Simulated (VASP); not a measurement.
**Lattice of K (Potassium), functional by functional**

Which functional gives which lattice for K (Potassium)? The starting structure is a measured crystal structure from the Crystallography Open Database.

Program: VASP 6.6.1. Level of theory: Kohn-Sham DFT with plane waves and PAW; PBEsol, r2SCAN, PBE and LDA. Results are calculated unless marked as measured.

## Step 1: The starting structure

Symmetry: Im-3m, No. 229, cubic system. The conventional cell has a = 5.236 Å, b = 5.236 Å, c = 5.236 Å, α = 90.00°, β = 90.00°, γ = 90.00°. K has 8 K at 4.53 Å nearest.

As a file:

```xyz
1
Lattice="-2.6180 2.6180 2.6180 2.6180 -2.6180 2.6180 2.6180 2.6180 -2.6180" Properties=species:S:1:pos:R:3 pbc="T T T"
K     0.0000    0.0000    0.0000
```

## Step 2: Relaxation with PBEsol

PBEsol restores the gradient expansion of exchange and is tuned for the cells of solids. This run starts from the cell of an earlier relaxation, which isn't shown; the restart sets up the plane waves anew.

Input file INCAR:

```
SYSTEM = K
PREC = Accurate
ENCUT = 520
EDIFF = 1E-07
NELM = 100
ISMEAR = 1
SIGMA = 0.15
LREAL = .FALSE.
ALGO = Normal
GGA = PS
NBANDS = 10
LORBIT = 11
LWAVE = .FALSE.
LCHARG = .FALSE.
KPAR = 4
IBRION = 2
NSW = 50
ISIF = 3
EDIFFG = -0.005
LASPH = .TRUE.
```

Input file POSCAR:

```
K
1.0
   -2.6055876677      2.6055876677      2.6055876677
    2.6055876677     -2.6055876677      2.6055876677
    2.6055876677      2.6055876677     -2.6055876677
K
1
Direct
    0.0000000000      0.0000000000      0.0000000000
```

Input file KPOINTS:

```
Automatic mesh
0
Gamma
14 14 14
0 0 0
```

Potentials, in the order of the species: K_sv (PBE family, release 64).

On the command line:

```sh
mpirun -np 4 vasp_std
```

The program printed:

```text
[banner, memory and clock lines left out]
running    4 mpi-ranks, on    1 nodes
 distrk:  each k-point on    1 cores,    4 groups
 distr:  one band on    1 cores,    1 groups

 POSCAR found type information on POSCAR K
 POSCAR found :  1 types and       1 ions
|                                                                             |
|               ----> ADVICE to this user running VASP <----                  |
|                                                                             |
|     You enforced a specific xc type in the INCAR file but a different       |
|     [... a line on the potential file left out ...]
|     I HOPE YOU KNOW WHAT YOU ARE DOING!                                     |
|                                                                             |

 LDA part: xc-table for (Slater+PW92), standard interpolation
 POSCAR, INCAR and KPOINTS ok, starting setup
 FFT: planning ... GRIDC
 FFT: planning ... GRID_SOFT
 FFT: planning ... GRID
 WAVECAR not read
 entering main loop
       N       E                     dE             d eps       ncg     rms          rms(c)
DAV:   1     0.436955357202E+02    0.43696E+02   -0.35003E+03  2080   0.683E+02
DAV:   2     0.339415009199E+00   -0.43356E+02   -0.42787E+02  2234   0.189E+02
DAV:   3    -0.109459992268E+01   -0.14340E+01   -0.14298E+01  3290   0.272E+01
DAV:   4    -0.113495885010E+01   -0.40359E-01   -0.40374E-01  2786   0.392E+00
DAV:   5    -0.113587687218E+01   -0.91802E-03   -0.91797E-03  3218   0.410E-01    0.203E+00
DAV:   6    -0.113389098406E+01    0.19859E-02   -0.35906E-03  3076   0.411E-01    0.131E+00
DAV:   7    -0.113343802620E+01    0.45296E-03   -0.62026E-03  3066   0.497E-01    0.915E-02
DAV:   8    -0.113344128391E+01   -0.32577E-05   -0.45783E-04  2844   0.230E-01    0.272E-02
DAV:   9    -0.113345687184E+01   -0.15588E-04   -0.22141E-05  2712   0.392E-02    0.160E-02
DAV:  10    -0.113345570100E+01    0.11708E-05   -0.51044E-06  3044   0.179E-02    0.325E-03
DAV:  11    -0.113345536040E+01    0.34060E-06   -0.12802E-07  2472   0.325E-03    0.217E-04
DAV:  12    -0.113345534786E+01    0.12540E-07   -0.42666E-09  1450   0.493E-04
   1 F= -.11334553E+01 E0= -.11333243E+01  d E =-.113346E+01
 curvature:   0.00 expect dE= 0.000E+00 dE for cont linesearch  0.000E+00
 trial: gam= 0.00000 g(F)=  0.481E-62 g(S)=  0.214E-06 ort = 0.000E+00 (trialstep = 0.100E+01)
 search vector abs. value=  0.215E-06
 reached required accuracy - stopping structural energy minimisation
```

Run time: 22 s. Hardware: 4 MPI ranks of Intel Xeon Platinum 8488C (Sapphire Rapids), shared host; peak memory 0.91 GiB.

The logs omit lines about the potential files and the build; timing stands in the text.

From OUTCAR (step 2):

```text
ion  position               nearest neighbor table
   1  0.000  0.000  0.000-

  LATTYP: Found a body centered cubic cell.
 ALAT       =     5.2111753354

 Subroutine GETGRP returns: Found 48 space group operations
 (whereof 48 operations were pure point group operations)

The static configuration has the point symmetry O_h .

 Found    104 irreducible k-points:

   k-points           NKPTS =    104   k-points in BZ     NKDIM =    104   number of bands    NBANDS=     10

   dimension x,y,z NGX =    36 NGY =   36 NGZ =   36
   dimension x,y,z NGXF=    72 NGYF=   72 NGZF=   72

   ENCUT  =  520.0 eV  38.22 Ry    6.18 a.u.   8.39  8.39  8.39*2*pi/ulx,y,z

   NELECT =       9.0000    total number of electrons

 k-points in reciprocal lattice and weights: Automatic mesh
   0.00000000  0.00000000  0.00000000       0.000
   0.07142857  0.00000000  0.00000000       0.004
   0.14285714  0.00000000  0.00000000       0.004
   0.21428571  0.00000000  0.00000000       0.004
   0.28571429  0.00000000  0.00000000       0.004
   0.35714286  0.00000000  0.00000000       0.004
   0.42857143  0.00000000  0.00000000       0.004
   0.50000000  0.00000000  0.00000000       0.002
   0.07142857  0.07142857  0.00000000       0.009
[...]
0.50000000  0.50000000  0.42857143       0.004
   0.50000000  0.50000000  0.50000000       0.000

 average (electrostatic) potential at core
       1 -39.2671

 E-fermi :  -0.0895

 k-point     1 :       0.0000    0.0000    0.0000
  band No.  band energies     occupation
      1     -32.0525      2.00000
      2     -15.5593      2.00000
      3     -15.5593      2.00000
      4     -15.5593      2.00000
      5      -2.2973      2.00000
      6       4.2499      0.00000
      7       4.2499      0.00000
      8       4.2499      0.00000
      9       5.1951      0.00000
     10       5.1951      0.00000

 k-point     2 :       0.0714    0.0000    0.0000
  band No.  band energies     occupation
      1     -32.0522      2.00000
      2     -15.5633      2.00000
      3     -15.5607      2.00000
      4     -15.5594      2.00000
      5      -2.2317      2.00000
      6       4.1580      0.00000
      7       4.1629      0.00000
      8       4.3031      0.00000
      9       5.0641      0.00000
     10       5.1774      0.00000

 k-point     3 :       0.1429    0.0000    0.0000
  band No.  band energies     occupation
      1     -32.0515      2.00000
      2     -15.5744      2.00000
      3     -15.5644      2.00000
      4     -15.5593      2.00000
      5      -2.0371      2.00000
      6       3.7927      0.00000
      7       3.9474      0.00000
      8       4.4615      0.00000
      9       4.9425      0.00000
     10       5.1439      0.00000

  Total       -0.0012173     -0.0012173     -0.0012173      0.0000000      0.0000000     -0.0000000
  in kB       -0.0275636     -0.0275636     -0.0275636      0.0000000      0.0000000     -0.0000000
  external PRESSURE =      -0.0275636 kB  Pullay stress =       0.0000000 kB

  energy-cutoff  :      520.00
  volume of cell :       70.76
      direct lattice vectors                 reciprocal lattice vectors
    -2.605587668  2.605587668  2.605587668     0.000000000  0.191895290  0.191895290
     2.605587668 -2.605587668  2.605587668     0.191895290  0.000000000  0.191895290
     2.605587668  2.605587668 -2.605587668     0.191895290  0.191895290  0.000000000

 POSITION                                       TOTAL-FORCE (eV/Angst)
 -----------------------------------------------------------------------------------
      0.00000      0.00000      0.00000         0.000000     -0.000000      0.000000
 -----------------------------------------------------------------------------------
    total drift:                               -0.000000      0.000000      0.000000

  FREE ENERGIE OF THE ION-ELECTRON SYSTEM (eV)
  ---------------------------------------------------
  free  energy   TOTEN  =        -1.1334553479 eV

  energy  without entropy=       -1.1330622022  energy(sigma->0) =       -1.13332430

 reached required accuracy - stopping structural energy minimisation

 total charge
# of ion       s       p       d       tot
------------------------------------------
    1        1.980   5.546   0.005   7.531

[... 3 further parts left out ...]
```

CONTCAR:

```
K
   1.00000000000000
    -2.6055876677000001    2.6055876677000001    2.6055876677000001
     2.6055876677000001   -2.6055876677000001    2.6055876677000001
     2.6055876677000001    2.6055876677000001   -2.6055876677000001
  K
     1
Direct
     0.0000000000000000    0.0000000000000000    0.0000000000000000
```

This run has no spin polarisation. Its electron count is odd, so without a moment it is a metal by construction. The PAW data sets were made with PBE, which is usual practice but a small mismatch for other functionals. The run keeps the 48 symmetry operations of its start, so it cannot find a distortion of lower symmetry.

With PBEsol the relaxed cell holds 70.758 Å³ an atom, -1.42 % against the measured cell, with a = 5.211 Å.

## Step 3: Relaxation with r2SCAN

r2SCAN adds the kinetic-energy density, costs more than a GGA and is run with LASPH. This run starts from the cell of an earlier relaxation, which isn't shown; the restart sets up the plane waves anew.

Edit INCAR of step 2 so:

```diff
@@ -9,3 +9,4 @@
 ALGO = Normal
-GGA = PS
+METAGGA = R2SCAN
+LASPH = .TRUE.
 NBANDS = 10
@@ -19,2 +20 @@
 EDIFFG = -0.005
-LASPH = .TRUE.
```

Input file POSCAR:

```
K
1.0
   -2.6662125139      2.6662125139      2.6662125139
    2.6662125139     -2.6662125139      2.6662125139
    2.6662125139      2.6662125139     -2.6662125139
K
1
Direct
    0.0000000000      0.0000000000      0.0000000000
```

KPOINTS is that of step 2.

On the command line:

```sh
mpirun -np 4 vasp_std
```

The program printed:

```text
[banner, memory and clock lines left out]
running    4 mpi-ranks, on    1 nodes
[...]
[... a notice as in an earlier step ...]

 LDA part: xc-table for (None), standard interpolation
 POSCAR, INCAR and KPOINTS ok, starting setup
[...]
entering main loop
       N       E                     dE             d eps       ncg     rms          rms(c)
DAV:   1     0.409504423460E+02    0.40950E+02   -0.36332E+03  2080   0.707E+02
DAV:   2    -0.636303001998E+01   -0.47313E+02   -0.46458E+02  2228   0.203E+02
DAV:   3    -0.828833849471E+01   -0.19253E+01   -0.19100E+01  3428   0.309E+01
DAV:   4    -0.836245276935E+01   -0.74114E-01   -0.73297E-01  2910   0.492E+00
[...]
DAV:  10    -0.601197474050E+01   -0.11785E-03   -0.20422E-04  2254   0.124E-01    0.761E-03
DAV:  11    -0.601197584796E+01   -0.11075E-05   -0.27151E-06  3156   0.147E-02    0.342E-03
DAV:  12    -0.601197577698E+01    0.70982E-07   -0.37723E-07  2758   0.369E-03
   1 F= -.60119758E+01 E0= -.60118409E+01  d E =-.601198E+01
[...]
reached required accuracy - stopping structural energy minimisation
```

Run time: 51 s. Hardware: 4 MPI ranks; peak memory 0.97 GiB; 3.1 min of CPU time.

OUTCAR, selected parts (step 3):

```text
  Total        0.0041533      0.0041533      0.0041533      0.0000000      0.0000000      0.0000000
  in kB        0.0877721      0.0877721      0.0877721      0.0000000      0.0000000      0.0000000
  external PRESSURE =       0.0877721 kB  Pullay stress =       0.0000000 kB

 POSITION                                       TOTAL-FORCE (eV/Angst)
 -----------------------------------------------------------------------------------
      0.00000      0.00000      0.00000        -0.000000      0.000000      0.000000
 -----------------------------------------------------------------------------------
    total drift:                               -0.000000      0.000000      0.000000

  FREE ENERGIE OF THE ION-ELECTRON SYSTEM (eV)
  ---------------------------------------------------
  free  energy   TOTEN  =        -6.0119757770 eV

  energy  without entropy=       -6.0115712418  energy(sigma->0) =       -6.01184093

[... 2 parts as in an earlier step ...]

[... 2 further parts left out ...]
[key lines of the parts left out:]
E-fermi :  -0.1385
```

With r2SCAN the relaxed cell holds 75.813 Å³ an atom, +5.63 % against the measured cell, with a = 5.332 Å. That is +7.14 % from PBEsol.

## Step 4: Relaxation with PBE

PBE, the usual starting point, adds the gradient of the density. This run starts from the cell of an earlier relaxation, which isn't shown; the restart sets up the plane waves anew.

Edit INCAR of step 3 so:

```diff
@@ -9,4 +9,3 @@
 ALGO = Normal
-METAGGA = R2SCAN
-LASPH = .TRUE.
+GGA = PE
 NBANDS = 10
@@ -20 +19,2 @@
 EDIFFG = -0.005
+LASPH = .TRUE.
```

Input file POSCAR:

```
K
1.0
   -2.6382729028      2.6382729028      2.6382729028
    2.6382729028     -2.6382729028      2.6382729028
    2.6382729028      2.6382729028     -2.6382729028
K
1
Direct
    0.0000000000      0.0000000000      0.0000000000
```

KPOINTS is that of step 3.

On the command line:

```sh
mpirun -np 4 vasp_std
```

The program printed:

```text
[banner, memory and clock lines left out]
running    4 mpi-ranks, on    1 nodes
[...]
LDA part: xc-table for (Slater+PW92), standard interpolation
 POSCAR, INCAR and KPOINTS ok, starting setup
[...]
entering main loop
       N       E                     dE             d eps       ncg     rms          rms(c)
DAV:   1     0.457048881582E+02    0.45705E+02   -0.35977E+03  2080   0.692E+02
DAV:   2     0.542714011126E+00   -0.45162E+02   -0.44474E+02  2244   0.193E+02
DAV:   3    -0.989448331997E+00   -0.15322E+01   -0.15270E+01  3200   0.281E+01
DAV:   4    -0.104516562751E+01   -0.55717E-01   -0.55497E-01  2806   0.451E+00
[...]
DAV:   9    -0.104737043323E+01   -0.15905E-04   -0.15238E-05  2640   0.300E-02    0.671E-03
DAV:  10    -0.104736946251E+01    0.97073E-06   -0.26326E-06  3274   0.128E-02    0.129E-03
DAV:  11    -0.104736941859E+01    0.43920E-07   -0.34302E-08  1892   0.173E-03
   1 F= -.10473694E+01 E0= -.10472481E+01  d E =-.104737E+01
[...]
reached required accuracy - stopping structural energy minimisation
```

Elapsed: 24 s, on 4 MPI ranks; peak memory 0.92 GiB.

Parts of OUTCAR (step 4):

```text
  Total        0.0006885      0.0006885      0.0006885     -0.0000000     -0.0000000      0.0000000
  in kB        0.0150176      0.0150176      0.0150176     -0.0000000     -0.0000000      0.0000000
  external PRESSURE =       0.0150176 kB  Pullay stress =       0.0000000 kB

 POSITION                                       TOTAL-FORCE (eV/Angst)
 -----------------------------------------------------------------------------------
      0.00000      0.00000      0.00000         0.000000      0.000000      0.000000
 -----------------------------------------------------------------------------------
    total drift:                               -0.000000      0.000000      0.000000

  FREE ENERGIE OF THE ION-ELECTRON SYSTEM (eV)
  ---------------------------------------------------
  free  energy   TOTEN  =        -1.0473694186 eV

  energy  without entropy=       -1.0470053580  energy(sigma->0) =       -1.04724807

[... 2 parts as in an earlier step ...]

[... 2 further parts left out ...]
[key lines of the parts left out:]
E-fermi :  -0.1208
```

With PBE the relaxed cell holds 73.455 Å³ an atom, +2.34 % against the measured cell, with a = 5.277 Å. That is +3.81 % from PBEsol.

## Step 5: Relaxation with LDA

LDA, the lowest rung, knows the local density alone. This run starts from the cell of an earlier relaxation, which isn't shown; the restart sets up the plane waves anew.

Edit INCAR of step 4 so:

```diff
@@ -9,3 +9,3 @@
 ALGO = Normal
-GGA = PE
+GGA = CA
 NBANDS = 10
```

Input file POSCAR:

```
K
1.0
   -2.5195562595      2.5195562595      2.5195562595
    2.5195562595     -2.5195562595      2.5195562595
    2.5195562595      2.5195562595     -2.5195562595
K
1
Direct
    0.0000000000      0.0000000000      0.0000000000
```

KPOINTS is that of step 4.

PAW data sets: K_sv (LDA family, release 64).

On the command line:

```sh
mpirun -np 4 vasp_std
```

The program printed:

```text
[banner, memory and clock lines left out]
running    4 mpi-ranks, on    1 nodes
[...]
LDA part: xc-table for (Slater(with rela. corr.)+CA(PZ))
 , standard interpolation
 POSCAR, INCAR and KPOINTS ok, starting setup
[...]
entering main loop
       N       E                     dE             d eps       ncg     rms          rms(c)
DAV:   1     0.511494989194E+02    0.51149E+02   -0.35731E+03  2080   0.700E+02
DAV:   2     0.621556995178E+00   -0.50528E+02   -0.49627E+02  2218   0.215E+02
DAV:   3    -0.112035244351E+01   -0.17419E+01   -0.17357E+01  3306   0.296E+01
DAV:   4    -0.116569459959E+01   -0.45342E-01   -0.45273E-01  2754   0.444E+00
[...]
DAV:   9    -0.116495787908E+01   -0.76975E-05   -0.15556E-05  2792   0.375E-02    0.122E-02
DAV:  10    -0.116495735348E+01    0.52560E-06   -0.72015E-06  3056   0.219E-02    0.206E-03
DAV:  11    -0.116495739944E+01   -0.45955E-07   -0.67137E-08  2254   0.203E-03
   1 F= -.11649574E+01 E0= -.11647975E+01  d E =-.116496E+01
[...]
reached required accuracy - stopping structural energy minimisation
```

The job ended after 14 s (4 MPI ranks; peak memory 0.69 GiB).

From OUTCAR (step 5):

```text
  Total       -0.0025994     -0.0025994     -0.0025994     -0.0000000     -0.0000000     -0.0000000
  in kB       -0.0650968     -0.0650968     -0.0650968     -0.0000000     -0.0000000     -0.0000000
  external PRESSURE =      -0.0650968 kB  Pullay stress =       0.0000000 kB

 POSITION                                       TOTAL-FORCE (eV/Angst)
 -----------------------------------------------------------------------------------
      0.00000      0.00000      0.00000        -0.000000      0.000000      0.000000
 -----------------------------------------------------------------------------------
    total drift:                                0.000000      0.000000     -0.000000

  FREE ENERGIE OF THE ION-ELECTRON SYSTEM (eV)
  ---------------------------------------------------
  free  energy   TOTEN  =        -1.1649573994 eV

  energy  without entropy=       -1.1644777868  energy(sigma->0) =       -1.16479753

[... 2 parts as in an earlier step ...]

[... 2 further parts left out ...]
[key lines of the parts left out:]
E-fermi :   0.0011
```

With LDA the relaxed cell holds 63.978 Å³ an atom, -10.86 % against the measured cell, with a = 5.039 Å. That is -9.58 % from PBEsol.

## Step 6: All runs side by side

```
 level  volume (Å³/atom)  against the measured cell (%)   a (Å)  pressure left (GPa)  core minutes
PBEsol            70.758                          -1.42  5.2112                  0.0          4.13
r2SCAN            75.813                           5.63  5.3324                 0.01          15.2
   PBE            73.455                           2.34  5.2765                  0.0          5.71
   LDA            63.978                         -10.86  5.0391                -0.01          4.89
```

Core minutes are wall time times ranks, summed over the relaxations behind a row (those for a bulk modulus apart), on shared hosts.

## Step 7: Results

- volume, PBEsol: 70.76 Å³/atom
- volume, r2SCAN: 75.81 Å³/atom
- volume, PBE: 73.45 Å³/atom
- volume, LDA: 63.98 Å³/atom

In words: Across 4 levels the volume of K (Potassium) spans 18.5 %, from 63.98 Å³ an atom (LDA) to 75.81 Å³ (r2SCAN). Against the measured volume of the starting structure, PBEsol comes nearest (-1.4 %) and LDA lies farthest (-10.9 %). The measured cell holds zero-point expansion and, unless it was taken cold, thermal expansion, which the runs lack, so small differences decide nothing. All runs keep the symmetry of the start, so they can't find a distortion of lower symmetry.

[Lines on the potential files, build, host, timing and source positions are cut from VASP's logs without a mark.]

[Logs are printed without paths, hosts, clocks, repeated set-up lines and the standing remarks that a program may print on its own settings, such as how far it seeks lower states.]

[Hosts, paths, dates, database ids (printed as entryN), source tags and the programs' standing remarks are cut or masked in the printed files.]
